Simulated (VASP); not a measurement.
Input:

```xyz
2
Lattice="2.7834 0.0000 0.0000 0.0000 2.7834 0.0000 0.0000 0.0000 2.7834" Properties=species:S:1:pos:R:3 pbc="T T T"
Al     1.3917     1.3917     1.3917
Fe     0.0000     0.0000     0.0000
```

Method: PBE GGA, VASP's PBE PAW potentials (set 64) (plane waves; VASP). Run with 500 eV cut-off, 13×13×13 Γ-centred mesh, first-order Methfessel-Paxton smearing of 0.10 eV, potentials Al Fe.

Energy and stress use the plane-wave basis of the starting cell.

Task: The ions, cell shape and volume at an external pressure of 30.0 GPa are relaxed. Predict the relaxed structure.

Result: 
```xyz
2
Lattice="2.7505 0.0000 0.0000 0.0000 2.7505 0.0000 0.0000 0.0000 2.7505" Properties=species:S:1:pos:R:3 pbc="T T T"
Al     1.3752     1.3752     1.3752
Fe     0.0000     0.0000     0.0000
```
Space group Pm-3m (221), at a tolerance of 0.03 Å.

Task: How do energy and volume change from the first to the last step?

Result: The energy (σ→0) changes by +58.2 meV/atom and the volume by -3.5 %, in 3 ionic steps.

```tsv
step	E(σ→0) (eV)	max force (eV/Å)	pressure (GPa)	volume (Å³)
1	-12.4933	0.000	19.91	21.56
2	-12.0531	0.000	51.48	19.51
3	-12.3769	0.000	29.81	20.81
```

The compound is FeAl in the CsCl type structure. This run relaxes it under an external pressure of 30 GPa. Symmetry was kept, so distortions that lower it aren't found. The run is not spin-polarised, so no magnetic state was tried. The electron count is odd and the run is not spin-polarised, which forces a metal.
